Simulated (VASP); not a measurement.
```yaml
crystal:
  lattice:
    - [1.47772, -2.55949, 0.00000]
    - [1.47772, 2.55949, 0.00000]
    - [0.00000, 0.00000, 5.46958]
  atoms:
    - { symbol: Cd, position: [0.33333, 0.66667, 0.25000] }
    - { symbol: Cd, position: [0.66667, 0.33333, 0.76371] }
```

All values below come from PBEsol GGA, VASP's PBE PAW potentials (set 64) (plane waves; VASP 6.6.1). Settings: 480 eV cut-off, 14×14×6 Γ-centred mesh, first-order Methfessel-Paxton smearing of 0.10 eV, potentials Cd.

Problem. Which forces act on the atoms, in eV/Å?

Solution. 
```tsv
atom	Fx	Fy	Fz
Cd1	0.000	0.000	0.177
Cd2	0.000	0.000	-0.177
```

Problem. Give the stress tensor in GPa (positive for a compressed cell).

Solution. 
```
1.66  0.00  0.00
0.00  1.66  0.00
0.00  0.00  0.45
```
The pressure is its mean diagonal, 1.25 GPa.

The compound is Cd in the hcp structure. This cell was strained or had an atom moved on purpose.
